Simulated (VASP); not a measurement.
Consider the following.

```
BP
1.0
    0.00000     2.25947     2.25947
    2.25947     0.00000     2.25947
    2.25947     2.25947     0.00000
B P
1 1
Direct
  0.00000   0.00000   0.00000
  0.25000   0.25000   0.25000
```

Computed with PBE0 hybrid, VASP's PBE PAW potentials (set 64) (plane waves; VASP 6.6.1). Settings: 520 eV cut-off, 8×8×8 Γ-centred mesh, Gaussian smearing of 0.050 eV, potentials B P.

Task: Give the energy at these volumes per atom, relative to the lowest: 10.69, 11.04, 11.39, 11.75, 12.10 Å³.

Result: 37.2, 11.4, 0.0, 1.1, 13.0 meV/atom. A third-order Birch-Murnaghan fit gives B0 = 175 GPa and B0′ = 3.7.

Measured: bulk modulus 176 GPa at 0 K (computed value off by -0.8 %), as given by Tamar Goldzak et al., The Journal of Chemical Physics (2022), arXiv:2208.04865 [0 K, zero-point effect removed]; a 4.525 Å at 0 K (computed value off by -0.1 %), as given by Daniel Mejia-Rodriguez et al., Physical Review B (2018), arXiv:1807.09216 [static lattice: zero-point anharmonic expansion removed].

The compound is BP in the zinc blende structure. It was relaxed first. The cell's shape comes from a PBE relaxation.
